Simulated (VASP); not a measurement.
Input:

```
CELL_PARAMETERS angstrom
      0.00000     3.24338     3.24338
      3.24338     0.00000     3.24338
      3.24338     3.24338     0.00000
ATOMIC_POSITIONS crystal
  Y  0.00000 0.00000 0.00000
  Si 0.25000 0.25000 0.25000
```

Level of theory: PBE GGA, VASP's PBE PAW potentials (set 64) (plane waves; VASP 6.6.1). Numerical set-up: 400 eV cut-off, Gaussian smearing of 0.050 eV, potentials Y_sv Si.

Problem. Give the energies of bands 5 to 10 at the high-symmetry points, in eV from the Fermi level.

Solution. 
| band | Γ | X | U | L | W |
|---|---|---|---|---|---|
| 5 | -7.03 | -5.83 | -5.86 | -6.14 | -5.84 |
| 6 | -0.51 | -1.92 | -1.49 | -1.66 | -1.14 |
| 7 | -0.51 | 0.36 | -0.49 | -0.21 | -0.91 |
| 8 | -0.51 | 0.36 | 0.20 | -0.21 | 0.24 |
| 9 | 2.69 | 1.05 | 1.30 | 2.92 | 1.16 |
| 10 | 2.69 | 2.76 | 2.96 | 3.09 | 2.65 |

It has no gap at this level: it comes out as a metal or semimetal.

The structure was generated: YSi was put into the zinc blende type (F-43m), which need not be its known phase. It was relaxed first, which changed the volume by -19 %. The electron count is odd and the run is not spin-polarised, which forces a metal.
